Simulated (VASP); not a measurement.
All values below come from PBE GGA, VASP's PBE PAW potentials (set 64) (plane waves; VASP 6.6.1).

VASP input:

**POSCAR**
```
B32N31S
1
    7.2488848260     0.0000000000     0.0000000000
    0.0000000000     7.2488848260     0.0000000000
   -0.0000000000    -0.0000000000     7.2488848260
B N S
32 31 1
Direct
  0.5000000000   0.0000000000   0.0000000000
  0.7460330000   0.2559820000   0.0030820000
  0.7465710000   0.9974420000   0.2456820000
  0.0000000000   0.0000000000   0.0000000000
  0.2500000000   0.2500000000   0.0000000000
  0.4986480000   0.4979940000   0.0043450000
  0.7500000000   0.7500000000   0.0000000000
  0.2500000000   0.0000000000   0.2500000000
  0.4932010000   0.2554560000   0.2479830000
  0.7492730000   0.5056490000   0.2519680000
  0.4961970000   0.9951840000   0.4993580000
  0.7503720000   0.2464720000   0.4934780000
  0.7500000000   0.0000000000   0.7500000000
  0.0000000000   0.5000000000   0.0000000000
  0.2500000000   0.7500000000   0.0000000000
  0.0000000000   0.2500000000   0.2500000000
  0.2434570000   0.5064320000   0.2561950000
  0.5042130000   0.7484360000   0.2529230000
  0.0000000000   0.0000000000   0.5000000000
  0.2495450000   0.2448800000   0.5005840000
  0.4942620000   0.5012110000   0.5031400000
  0.7523070000   0.7452940000   0.5036520000
  0.2500000000   0.0000000000   0.7500000000
  0.5018830000   0.2464450000   0.7538400000
  0.7564690000   0.5037640000   0.7477420000
  0.0000000000   0.7500000000   0.2500000000
  0.0000000000   0.5000000000   0.5000000000
  0.2500000000   0.7500000000   0.5000000000
  0.0000000000   0.2500000000   0.7500000000
  0.2500000000   0.5000000000   0.7500000000
  0.5000000000   0.7500000000   0.7500000000
  0.0000000000   0.7500000000   0.7500000000
  0.6226710000   0.1189140000   0.1234270000
  0.8687330000   0.3794440000   0.1262710000
  0.8729300000   0.1216420000   0.3682380000
  0.1250000000   0.1250000000   0.1250000000
  0.3778830000   0.3812710000   0.1264100000
  0.6222010000   0.6256170000   0.1314050000
  0.8750000000   0.8750000000   0.1250000000
  0.3723030000   0.1200050000   0.3815710000
  0.8714010000   0.6274390000   0.3740210000
  0.6294520000   0.1269080000   0.6318760000
  0.8776370000   0.3721840000   0.6287340000
  0.8750000000   0.1250000000   0.8750000000
  0.1250000000   0.6250000000   0.1250000000
  0.3750000000   0.8750000000   0.1250000000
  0.1250000000   0.3750000000   0.3750000000
  0.3802110000   0.6277880000   0.3705000000
  0.6250000000   0.8750000000   0.3750000000
  0.1250000000   0.1250000000   0.6250000000
  0.3705920000   0.3737590000   0.6271120000
  0.6187480000   0.6244160000   0.6196630000
  0.8750000000   0.8750000000   0.6250000000
  0.3750000000   0.1250000000   0.8750000000
  0.6250000000   0.3750000000   0.8750000000
  0.8750000000   0.6250000000   0.8750000000
  0.1250000000   0.8750000000   0.3750000000
  0.1250000000   0.6250000000   0.6250000000
  0.3750000000   0.8750000000   0.6250000000
  0.1250000000   0.3750000000   0.8750000000
  0.3750000000   0.6250000000   0.8750000000
  0.6250000000   0.8750000000   0.8750000000
  0.1250000000   0.8750000000   0.8750000000
  0.6309060000   0.3736240000   0.3745640000
```

### INCAR
```
ALGO = Fast
EDIFF = 1E-5
EDIFFG = -0.03
ENCUT = 400
GGA = PE
IBRION = 2
ISIF = 2
ISMEAR = 0
ISYM = 0
LASPH = T
LCHARG = F
LREAL = Auto
LWAVE = T
NELECT = 258.0
NELM = 100
NELMIN = 4
NSW = 60
PREC = Normal
SIGMA = 0.05
SYSTEM = B32N31S
```

File KPOINTS:
```
kpoints
0
gamma
1 1 1
0 0 0
```

POTCAR, in this order: B N S (PBE.64 set). Program: vasp_gam.

The cell is charged, with a uniform compensating background. The supercell is sampled at Γ alone, which is coarse: total energies, pressure and levels can be off, energies of defects by several tenths of an eV.

Task: What does the run give for the energy per atom (σ→0)?

Result: 
```
Item                           Result
---------------------  --------------
energy per atom (σ→0)  -8.319 eV/atom
```

**OSZICAR**
```
...
RMM:   4    -0.532394899174E+03   -0.24859E-05   -0.78380E-05   280   0.199E-02
  14 F= -.53239490E+03 E0= -.53239490E+03  d E =-.855754E-03
       N       E                     dE             d eps       ncg     rms          rms(c)
DAV:   1    -0.532394919617E+03   -0.22930E-04   -0.36560E-03   376   0.173E-01    0.183E-02
RMM:   2    -0.532394922387E+03   -0.27699E-05   -0.58184E-05   281   0.212E-02    0.704E-03
RMM:   3    -0.532394921970E+03    0.41726E-06   -0.82218E-06   191   0.746E-03    0.375E-03
RMM:   4    -0.532394921899E+03    0.70864E-07   -0.16598E-06   179   0.279E-03
  15 F= -.53239492E+03 E0= -.53239492E+03  d E =-.878480E-03
```

The cell is a supercell with a defect, built from BN (zinc blende): S_N, charge -1. The run is not spin-polarised, so no state with unpaired spins was tried.
